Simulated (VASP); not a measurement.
Consider the following.

```
RhGe
1.0
    5.66810     0.00000     0.00000
    0.00000     3.21468     0.00000
    0.00000     0.00000     6.46872
Rh Ge
4 4
Direct
  0.99508   0.75000   0.20153
  0.00492   0.25000   0.79847
  0.50492   0.25000   0.70153
  0.49508   0.75000   0.29847
  0.80871   0.75000   0.56065
  0.19129   0.25000   0.43935
  0.69129   0.25000   0.06065
  0.30871   0.75000   0.93935
```

All values below come from PBEsol GGA, VASP's PBE PAW potentials (set 64) (plane waves; VASP). Settings: 400 eV cut-off, 6×11×6 Γ-centred mesh, tetrahedra with Blöchl corrections, potentials Rh_pv Ge_d.

The cores are frozen, which limits the accuracy of field gradients.

Give the principal components of the electric field gradient (V/Å²) and the asymmetry η at each nucleus.

| atom | Vxx | Vyy | Vzz | η |
|---|---|---|---|---|
| Rh1 | -51.3 | -16.1 | 67.5 | 0.52 |
| Rh2 | -51.3 | -16.1 | 67.5 | 0.52 |
| Rh3 | -51.3 | -16.1 | 67.5 | 0.52 |
| Rh4 | -51.3 | -16.1 | 67.5 | 0.52 |
| Ge5 | 53.6 | 21.1 | -74.7 | 0.44 |
| Ge6 | 53.6 | 21.1 | -74.7 | 0.44 |
| Ge7 | 53.6 | 21.1 | -74.7 | 0.44 |
| Ge8 | 53.6 | 21.1 | -74.7 | 0.44 |

The structure comes from a measured GeRh entry (Pnma) of the Crystallography Open Database, whose conditions weren't checked. It was relaxed first.
